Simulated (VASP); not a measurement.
Here is the system:

```
CELL_PARAMETERS angstrom
      2.50567     0.00000     0.00000
     -1.25284     2.16997     0.00000
      0.00000     0.00000     6.60047
ATOMIC_POSITIONS crystal
  B  0.66667 0.33333 0.75000
  B  0.33333 0.66667 0.25000
  N  0.33333 0.66667 0.75000
  N  0.66667 0.33333 0.25000
```

All values below come from PBE GGA with D3 dispersion (Becke-Johnson damping), VASP's PBE PAW potentials (set 64) (plane waves; VASP). Run with PREC = Normal, EDIFF = 1E-5, 500 eV cut-off, 13×13×5 Γ-centred mesh, Gaussian smearing of 0.050 eV, potentials B N.

Problem. Estimate the energy per atom (σ→0).

Solution. 
* **energy per atom (σ→0)**: -8.929 eV/atom

Only differences to runs with the same potentials and settings are physical.

The compound is BN in the hex structure. It was relaxed first.
